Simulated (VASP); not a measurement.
Wanted: the native input for a VASP 6.6.1 run.

```
Task                   : single point
Functional             : PBE
Potentials or basis    : VASP PAW PBE potentials, release 64 (W_sv, Au)
Cutoff                 : 520 eV
k mesh                 : 8 × 8 × 8
Occupations            : fermi-dirac, width 0.05 eV
Spin                   : no spin polarisation
Further INCAR settings : ALGO = Normal; EDIFF = 1e-07; NBANDS = 20
```

The structure of WAu lies in POSCAR:

```
WAu
1.0
    0.0000000000      2.9092100000      2.9092100000
    2.9092100000      0.0000000000      2.9092100000
    2.9092100000      2.9092100000      0.0000000000
W Au
1 1
Direct
    0.0000000000      0.0000000000      0.0000000000
    0.7500000000      0.7500000000      0.7500000000
```

The cell was built by a generator and needn't be a form met in nature.

The input as run:

INCAR

```
PREC     = Accurate       # precision mode
ENCUT    = 520            # plane-wave cutoff, eV
EDIFF    = 1E-7           # SCF threshold, eV
ISMEAR   = -1             # smearing method
SIGMA    = 0.05           # smearing width, eV
LREAL    = F              # projectors in reciprocal space
LASPH    = T              # aspherical terms in the spheres
NELM     = 60             # most SCF steps
ALGO     = Normal         # electronic algorithm
ISIF     = 2              # what is computed and relaxed
LWAVE    = F              # write WAVECAR
LCHARG   = F              # write CHGCAR
GGA      = PE             # functional
NBANDS   = 20             # bands
```

KPOINTS

```
regular mesh
0
Gamma
  8 8 8
```

Potentials or basis: VASP PAW PBE potentials, release 64 (W_sv, Au).

The run is started by

```console
$ cat potpaw_PBE.64/W_sv/POTCAR potpaw_PBE.64/Au/POTCAR > POTCAR
$ mpirun -np 1 vasp_std > vasp.out
```

It gave:

```json
{
 "Pressure": "0.0 GPa",
 "Band gap on the k mesh": "none (metal or under the smearing width)"
}
```

It took 8.5 s on 1 thread of Intel(R) Xeon(R) 6975P-C (Granite Rapids), on a shared host, peak memory 0.19 GiB.
